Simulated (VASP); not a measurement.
The input files of a VASP run:

**INCAR**
```
SYSTEM = Ga
PREC = Accurate
ENCUT = 400
EDIFF = 1E-6
NELM = 5
ALGO = Normal
LREAL = .FALSE.
LASPH = .TRUE.
ISMEAR = 1
SIGMA = 0.1
GGA = PE
LMAXMIX = 4
LWAVE = .FALSE.
LCHARG = .FALSE.
ISIF = 2
```

### KPOINTS
```
Automatic mesh
0
Gamma
6 6 5
0 0 0
```

File POSCAR:
```
Ga
1
    2.3052000000    -3.9066000000    -0.0000000000
    2.3052000000     3.9066000000     0.0000000000
    0.0000000000     0.0000000000     4.6206000000
Ga
4
Direct
  0.1549000000   0.8451000000   0.9190000000
  0.3451000000   0.6549000000   0.4190000000
  0.6549000000   0.3451000000   0.5810000000
  0.8451000000   0.1549000000   0.0810000000
```

POTCAR, in this order: Ga_d (PBE.64 set). Program: vasp_std.

Output

standard output:
```
 POSCAR found type information on POSCAR Ga
 POSCAR found :  1 types and       4 ions
 Reading from existing POTCAR
 Reading from existing POTCAR
 LDA part: xc-table for (Slater+PW92), standard interpolation
 POSCAR, INCAR and KPOINTS ok, starting setup
 WAVECAR not read
 entering main loop
       N       E                     dE             d eps       ncg     rms          rms(c)
DAV:   1     0.323929330532E+03    0.32393E+03   -0.22835E+04  2418   0.267E+03
DAV:   2     0.243893883234E+02   -0.29954E+03   -0.29519E+03  2537   0.506E+02
DAV:   3    -0.107258991424E+02   -0.35115E+02   -0.34738E+02  2754   0.140E+02
DAV:   4    -0.116805967249E+02   -0.95470E+00   -0.95186E+00  2750   0.274E+01
DAV:   5    -0.117016632238E+02   -0.21066E-01   -0.21054E-01  2816   0.403E+00

 -----------------------------------------------------------------------------
|                                                                             |
|           W    W    AA    RRRRR   N    N  II  N    N   GGGG   !!!           |
|           W    W   A  A   R    R  NN   N  II  NN   N  G    G  !!!           |
|           W    W  A    A  R    R  N N  N  II  N N  N  G       !!!           |
|           W WW W  AAAAAA  RRRRR   N  N N  II  N  N N  G  GGG   !            |
|           WW  WW  A    A  R   R   N   NN  II  N   NN  G    G                |
|           W    W  A    A  R    R  N    N  II  N    N   GGGG   !!!           |
|                                                                             |
|     The electronic self-consistency was not achieved in the given           |
|     number of steps (NELM). The forces and other quantities evaluated       |
|     might not be reliable so examine the results carefully. If you find     |
|     spurious results, we suggest increasing NELM, if you were close to      |
|     convergence or switching to a different ALGO or adjusting the           |
|     density mixing parameters otherwise.                                    |
|                                                                             |
 -----------------------------------------------------------------------------

   1 F= -.11701663E+02 E0= -.11701326E+02  d E =-.101043E-02
```

OUTCAR:
```
------------------------ aborting loop EDIFF was not reached (unconverged)  ----------------------------
  FORCE on cell =-STRESS in cart. coord.  units (eV):
  Direction    XX          YY          ZZ          XY          YZ          ZX
  --------------------------------------------------------------------------------------
  Total      -38.7005788    -41.2584763    -39.4964948      0.0000000      0.0000000      0.0000000
  in kB     -745.0614896   -794.3059963   -760.3844234      0.0000000      0.0000000      0.0000000
  external PRESSURE =    -766.5839698 kB  Pullay stress =       0.0000000 kB
  volume of cell :       83.22
      direct lattice vectors                 reciprocal lattice vectors
     2.305200000 -3.906600000  0.000000000     0.216900920 -0.127988532  0.000000000
     2.305200000  3.906600000  0.000000000     0.216900920  0.127988532  0.000000000
     0.000000000  0.000000000  4.620600000     0.000000000  0.000000000  0.216422110
 POSITION                                       TOTAL-FORCE (eV/Angst)
 -----------------------------------------------------------------------------------
      2.30520      2.69634      4.24633         0.000000     -0.090272     -0.008472
      2.30520      1.21026      1.93603         0.000000      0.090272     -0.008472
      2.30520     -1.21026      2.68457         0.000000     -0.090272      0.008472
      2.30520     -2.69634      0.37427         0.000000      0.090272      0.008472
 -----------------------------------------------------------------------------------
    total drift:                                0.000000     -0.000000      0.000000
  FREE ENERGIE OF THE ION-ELECTRON SYSTEM (eV)
  ---------------------------------------------------
  free  energy   TOTEN  =       -11.7016632238 eV

  energy  without entropy=      -11.7006527932  energy(sigma->0) =      -11.70132641
```
(Selected blocks of OUTCAR.)

Read the log: what went wrong, and how is it fixed?

The cause: NELM is too small, so the electronic loop ends before EDIFF is met. Convergence was not reached. Against the sound run, the energy per atom (σ→0) decreases by 0.020 eV/atom; the pressure drops by 75.23 GPa; the largest force decreases by 0.002 eV/Å. To mend it, set NELM = 100.

The mended run (PBE GGA, plane waves, VASP's PBE PAW potentials (set 64)) converges, and its OSZICAR ends with
```
   1 F= -.11620378E+02 E0= -.11619991E+02  d E =-.116287E-02
```

The compound is Ga in the alpha structure. The cell was not relaxed at this level.
